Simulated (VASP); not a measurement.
Here is a VASP 6.6.1 calculation.

File INCAR:

```
SYSTEM = TbO
PREC     = Accurate       ! precision mode
ENCUT    = 520            ! plane-wave cutoff, eV
EDIFF    = 1E-6           ! SCF threshold, eV
ISMEAR   = 0              ! smearing method
SIGMA    = 0.05           ! smearing width, eV
LREAL    = .FALSE.        ! projectors in reciprocal space
LASPH    = .TRUE.         ! aspherical terms in the spheres
NELM     = 150            ! most SCF steps
ALGO     = Normal         ! electronic algorithm
ISIF     = 2              ! what is computed and relaxed
LWAVE    = .FALSE.        ! write WAVECAR
LCHARG   = .FALSE.        ! write CHGCAR
ISPIN    = 2              ! spin polarisation
MAGMOM   = 6 0            ! initial moments
LORBIT   = 11             ! projections on sites
NUPDOWN  = 3              ! fixed moment
LMAXMIX  = 6              ! l up to which the mixer works
LDAU     = .TRUE.         ! DFT+U
LDAUTYPE = 2            
LDAUL    = 3 -1           ! shell
LDAUU    = 4 0            ! U, eV
LDAUJ    = 0 0          
LDAUPRINT= 1            
GGA      = PS             ! functional
```

KPOINTS

```
regular mesh
0
G
  6 6 6
  0 0 0
```

POSCAR

```
TbO
1.0
    0.0000000000      2.5381258700      2.5381258700
    2.5381258700      0.0000000000      2.5381258700
    2.5381258700      2.5381258700      0.0000000000
Tb O
1 1
Direct
    0.0000000000      0.0000000000      0.0000000000
    0.2500000000      0.2500000000      0.2500000000
```

Potentials or basis: VASP PAW PBE potentials, release 64 (Tb, O).

Run with:

```bash
$ cat potpaw_PBE.64/Tb/POTCAR potpaw_PBE.64/O/POTCAR > POTCAR
$ mpirun -np 1 vasp_std > vasp.out
```

Question: Predict the pressure.

Answer: 15.8 GPa.

Eigenvalues of the final occupation matrices:
```tsv
site	spin	trace	eigenvalues
site 1 f	1	5.95	0.02 0.99 0.99 0.99 0.99 0.99 0.99
site 1 f	2	2.29	0.01 0.01 0.01 0.44 0.44 0.44 0.95
```

Caveat: the magnetic or orbital state may not be the lowest; the moment is held away from its start; the PAW data sets were made with another functional, which shifts forces and pressure a little; spin-orbit coupling is left out, which moves the levels of the heavy elements; the total moment is fixed, so each spin has its own Fermi level. The state reached can hang on the start; a lower one may exist.
